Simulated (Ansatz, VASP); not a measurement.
# SiO2 in two plane-wave programs, part 2 of 2

One calculation is typed for both programs; each brings its own data sets. How far apart do they land? The cell is taken from a series of runs on this material, whose earlier steps may have relaxed, scaled, displaced or heated it; both programs get it as it stands.

VASP 6.6.1 and Ansatz 0.2.0.

So far: The structure; VASP: dielectric response, PBE.

### 3. Ansatz: dielectric response, PBE

Level of this step: Ansatz beside VASP: Kohn-Sham DFT, plane waves, PBE (Ansatz).

Ansatz runs on its default PAW (the set named soft_2) files.

The same cell, functional and mesh now go to Ansatz, which takes its cutoff from its data sets.

input.yaml

```yaml
crystal:
  lattice:
    - [4.2573816869, -2.4585013378, 0.0]
    - [4.2573816869, 2.4585013378, 0.0]
    - [0.0, 0.0, 5.407]
  atoms:
    - { symbol: Si, position: [0.0, 0.5299, 0.8333] }
    - { symbol: Si, position: [0.52995, 0.47005, 0.5] }
    - { symbol: Si, position: [0.4701, 0.0, 0.1667] }
    - { symbol: O, position: [0.7321, 0.854, 0.9507] }
    - { symbol: O, position: [0.4139, 0.7329, 0.2853] }
    - { symbol: O, position: [0.146, 0.2679, 0.0493] }
    - { symbol: O, position: [0.5863, 0.1464, 0.3807] }
    - { symbol: O, position: [0.8536, 0.4137, 0.6193] }
    - { symbol: O, position: [0.2671, 0.5861, 0.7147] }
kpoints:
  mp_grid: { grid: [5, 5, 4] }
scf:
  occupations: { method: fixed }
hamiltonian:
  xc: pbe
  pseudopotentials: { kind: paw }
dielectric: {}
```

Run with:

```sh
> ansatz run input.yaml --threads 4 --pin off --max-ram 8192MiB --backend cpu --events-out ev --progress --plain --runs-dir out
```

Numbers of over 12 decimals in the logs are rounded to 6 here.

What it wrote:

```text
Engine: ansatz 0.2.0, x86_64-unknown-linux-gnu
Pseudopotentials: kind: paw
Pseudopotential: Si, paw, valence charge 4, recommended cutoff 420 eV (normal), Si.paw.azcp
Pseudopotential: O, paw, valence charge 6, recommended cutoff 420 eV (normal), O.paw.azcp
Functional definition: PBE
  parameter kappa = 0.804
  parameter beta = 0.066725
  exchange = pbe_x(kappa = kappa, mu = beta*pi^2/3)
  correlation = pbe_c(beta = beta)
Crystal: 9 atoms, lattice volume = 113.188 Å³
Basis set: ecut = 420 eV, 2209 PW (Γ), exchange–correlation on 72×72×80 points (8 copies of the dense FFT grid, shifted against one another)
Bands: 33, of which v1, the nominal top of the filled ones, is band 24 counted from 1 (23 counted from 0)
Symmetry: 2 space group operations
k-points: 51 of 100 (irreducible under 1 space group operation, time reversal used)
Non-local potential: Si, projectors of the file, l = 0: 2, l = 1: 2, l = 2: 2
Non-local potential: O, projectors of the file, l = 0: 2, l = 1: 2, l = 2: 1
PAW form: soft (Blöchl's): semilocal exchange-correlation on the pseudo side does not see the compensation charge
PAW one-centre angular grid: Si, 110 points (default); XC on 64 Gauss nodes
PAW one-centre angular grid: O, 110 points (default); XC on 64 Gauss nodes
Initial density: superposition of atomic densities (neutral atoms: chi_scale 0, normalization atom), corrected by the library's trained network
Initial wavefunctions: pseudopotential atomic-orbital guess
Functional: x = pbe(κ = 0.804, μ = 0.219515), c = pbe(β = 0.066725)
SCF iter   1: F=—  HF=-5322.119660 eV  |F-HF|=—  |Δ(HF+E_count)|=         —  Δρ=1.31e-3  dr2=1.02e-3  ethr=1.77e-3  ⟨swp⟩=4.9  Hψ=7670  notcnv=0  defer=325
preconditioner: auto → Resta (q_TF=auto, 2.365 Å⁻¹)  ε∞=3.0  [insulator: Δε(μ)=5.997 eV  Ē_g=17.037 eV  n_scr=22 (ndim 8)  ℏωp=24.2 eV  f_vac=0.113  ε∞_Penn≈3.0]
SCF iter   2: F=—  HF=-5322.121375 eV  |F-HF|=—  |Δ(HF+E_count)|=   1.71e-3  Δρ=5.82e-4  dr2=1.27e-4  ethr=2.12e-6  ⟨swp⟩=2.1  Hψ=3138  notcnv=0  defer=357
SCF iter   3: F=—  HF=-5322.121825 eV  |F-HF|=—  |Δ(HF+E_count)|=   4.50e-4  Δρ=2.36e-4  dr2=2.98e-5  ethr=2.66e-7  ⟨swp⟩=2.0  Hψ=2576  notcnv=0  defer=357
SCF iter   4: F=—  HF=-5322.121928 eV  |F-HF|=—  |Δ(HF+E_count)|=   1.03e-4  Δρ=3.66e-5  dr2=1.32e-6  ethr=6.22e-8  ⟨swp⟩=2.1  Hψ=2866  notcnv=0  defer=348
SCF iter   5: F=—  HF=-5322.121929 eV  |F-HF|=—  |Δ(HF+E_count)|=   1.35e-6  Δρ=9.83e-6  dr2=1.30e-7  ethr=2.75e-9  ⟨swp⟩=2.2  Hψ=2512  notcnv=0  defer=199
SCF iter   6: F=—  HF=-5322.121930 eV  |F-HF|=—  |Δ(HF+E_count)|=   3.63e-7  Δρ=3.05e-6  dr2=8.09e-9  ethr=2.70e-10  ⟨swp⟩=2.0  Hψ=2594  notcnv=0  defer=204
SCF iter   7: F=—  HF=-5322.121930 eV  |F-HF|=—  |Δ(HF+E_count)|=   1.14e-8  Δρ=2.72e-6  dr2=5.77e-9  ethr=1.68e-11  ⟨swp⟩=2.0  Hψ=2793  notcnv=0  defer=204
SCF iter   8: F=-5322.121930 eV  HF=-5322.121930 eV  |F-HF|=1.38e-10  |Δ(HF+E_count)|=  8.89e-10  Δρ=2.90e-7  dr2=6.54e-11  ethr=1.00e-12  ⟨swp⟩=11.6  Hψ=9423  notcnv=0
SCF 1 converged in 8 iterations: F = -5322.121930 eV  dr2 = 6.54e-11
  greatest PAW one-centre occupation: 0.863 electrons in one spin orbital (limit 2), on the O atom at site 8 (counted from 0), in its partial waves of l = 0
NSCF: frozen V_eff on 8 k-points
DFPT response loops at Γ: preconditioner auto → none (the input reference at scf.mixing.eps_inf says where Resta's filter doesn't serve); β = 0.50; Broyden in place of MSR1
SCF converged after 8 iterations
Free energy (F): -5322.121930 eV
Harris-Foulkes:  -5322.121930 eV  (|F-HF|=1.38e-10)
Internal energy: -5322.121930 eV  (E = F + TS)
E sigma→0 (E₀):  -5322.121930 eV
Fermi energy:    2.525373 eV
--- Per-component energies (eV) ---
  E_band       = -205.534760
  E_kinetic    = 1210.988743
  E_local      = -2957.771131  (includes V_loc(G=0)·N_el)
  E_nonlocal   = 361.523146
  E_hartree    = 1061.337784
  E_xc         = -613.753927
  E_vxc        = -712.526360  (∫ρ·V_xc dr)
  E_paw        = -2494.342773  (= ΣΔE_a)
  E_vpaw       = -230.440330  (= ΣTr[D̂ρ^β])
  E_aug_tail   = 0.015661  (compensation charges beyond the density's cutoff)
  E_ewald      = -1890.119432
  E_smearing   = -0.000000  (= −TS)
  E_closure    = 0.000000  (closes the sum)
  Σ components = -5322.121930   (vs F -5322.121930, Δ=0.00e0)
--- Band table (eV; the first three rows and the last of 51) ---
  k-point 0: bands = [... 20 lower, 1.5434, 1.8414, 2.2095, 2.2216, 8.5257, 11.8282, 11.8462, 12.3187, ... 5 higher]
  k-point 1: bands = [... 20 lower, 1.4594, 1.9946, 2.3105, 2.4366, 9.1252, 11.7077, 11.7621, 11.8017, ... 5 higher]
  k-point 2: bands = [... 20 lower, 1.3252, 2.3154, 2.3168, 2.4474, 10.4816, 10.4830, 11.5910, 12.2797, ... 5 higher]
  k-point 50: bands = [... 20 lower, 1.5671, 1.8941, 2.0756, 2.3637, 11.2619, 11.7499, 12.1793, 12.5762, ... 5 higher]
--- Dielectric response (ions clamped): 3 representative field directions + reference, on 51 of 100 k-points (Σ response iterations 27) ---
  k mesh reduced under 1 symmetry operation, with k and −k counted as one. Each operation leaves every solved perturbation unchanged. A smaller set is not considered because the run solves the response to a homogeneous field
  ε∞ (high-frequency dielectric tensor):
        2.452581     0.000000    -0.000930
        0.000000     2.454035    -0.000000
       -0.000931    -0.000000     2.486109
  Born effective charges Z* (e; rows j = field, columns β = displacement):
    site 0:
         3.16053   -0.28981    0.14966
        -0.29350    3.49521   -0.26336
        -0.12733    0.22587    3.44247
    site 1:
         3.66588    0.00000   -0.29677
        -0.00000    2.99464   -0.00000
         0.25634   -0.00000    3.45054
    site 2:
         3.16053    0.28981    0.14966
         0.29350    3.49521    0.26336
        -0.12733   -0.22587    3.44247
    site 3:
        -1.05936    0.02871    0.06554
         0.07823   -2.26779   -0.79100
         0.13322   -0.80040   -1.72048
    site 4:
        -1.92030   -0.57559    0.65696
        -0.52805   -1.40941    0.45437
         0.62921    0.51761   -1.72281
    site 5:
        -1.05936   -0.02871    0.06554
        -0.07823   -2.26779    0.79100
         0.13322    0.80040   -1.72048
    site 6:
        -2.01381   -0.47037   -0.72377
        -0.52105   -1.31534   -0.34192
        -0.76326   -0.28371   -1.72445
    site 7:
        -2.01381    0.47037   -0.72377
         0.52105   -1.31534    0.34192
        -0.76326    0.28371   -1.72445
    site 8:
        -1.92030    0.57559    0.65696
         0.52805   -1.40941   -0.45437
         0.62921   -0.51761   -1.72281
  Z* charge neutrality: 2.708e-5 e pre-enforcement
  k-mesh period / interband length: 21.6 Å / 0.95 Å = 22.69 at k = (0.0000, 0.0000, 0.0000), direct gap 6.304 eV — 14 or more, which is no proof of convergence
```

### 4. Comparison

Known differences besides the potentials themselves: fixed occupations in Ansatz, narrow Gaussian smearing in VASP; the cutoff is 420 eV in Ansatz and 520 eV in VASP. Total energies have different zeros and are not compared.

Compared:

```tsv
quantity	Ansatz	VASP	difference
ε∞ xx	2.45	2.44	+0.46 %
ε∞ yy	2.45	2.44	+0.46 %
ε∞ zz	2.49	2.47	+0.47 %
```

### 5. Outcome

```
difference in ε∞ zz (dielectric response, PBE) : 0.47 %
```

What this shows: The difference in ε∞ zz is 0.47 % (dielectric response, PBE), within the 5 % picked in this series as the mark of a large difference. How closely two codes agree says nothing of how well the functional describes the real material.

[Lines on the potential files, build, host, timing and source positions are cut from VASP's logs without a mark.]

[Logs are printed without paths, hosts, clocks, repeated set-up lines and the standing remarks that a program may print on its own settings, such as how far it seeks lower states.]

[Hosts, paths, dates, database ids (printed as entryN), source tags and the programs' standing remarks are cut or masked in the printed files.]
